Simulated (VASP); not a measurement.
```
InSb
1.0
    0.00000     3.27291     3.27291
    3.27291     0.00000     3.27291
    3.27291     3.27291     0.00000
In Sb
1 1
Direct
  0.00000   0.00000   0.00000
  0.25000   0.25000   0.25000
```

These are revTPSS meta-GGA, VASP's PBE PAW potentials (set 64) (plane waves; VASP 6.6.1) values and carry that method's errors. Settings: 520 eV cut-off, 11×11×11 Γ-centred mesh, tetrahedra with Blöchl corrections, potentials In_d Sb.

Unless said otherwise, spin-orbit coupling is left out, though it shifts the bands of the heavy elements here.

**Question.** Estimate the energy per atom (σ→0), band gap (over mesh and band path) with the smallest direct gap where there is one.

**Answer.** 
```json
{
 "band gap (over mesh and band path)": "none (metal, semimetal or under 0.01 eV)",
 "energy per atom (σ→0)": "14.564 eV/atom"
}
```

The compound is InSb in the zinc blende structure. It was relaxed first.
